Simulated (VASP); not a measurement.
```
CELL_PARAMETERS angstrom
      3.99963     0.00000     0.00000
      0.00000     3.99963     0.00000
      0.00000     0.00000     3.99963
ATOMIC_POSITIONS crystal
  Tl 0.00000 0.00000 0.00000
  Cl 0.50000 0.50000 0.50000
```

Calculation: revPBE GGA, VASP's PBE PAW potentials (set 64) (plane waves; VASP). Run with 520 eV cut-off, 8×8×8 Γ-centred mesh, tetrahedra with Blöchl corrections, potentials Tl_d Cl.

Unless said otherwise, spin-orbit coupling is left out, though it shifts the bands of the heavy elements here.

Q: Estimate the energy per atom (σ→0), band gap (on the k-mesh) with the smallest direct gap where there is one.

A: 
The band gap (on the k-mesh) is 2.49 eV. The smallest direct gap (on the k-mesh) comes out as 2.49 eV and the energy per atom (σ→0) is -2.767 eV/atom.

Only differences to runs with the same potentials and settings are physical.

The compound is TlCl in the CsCl type structure. It was relaxed first, which changed the volume by +13 %.
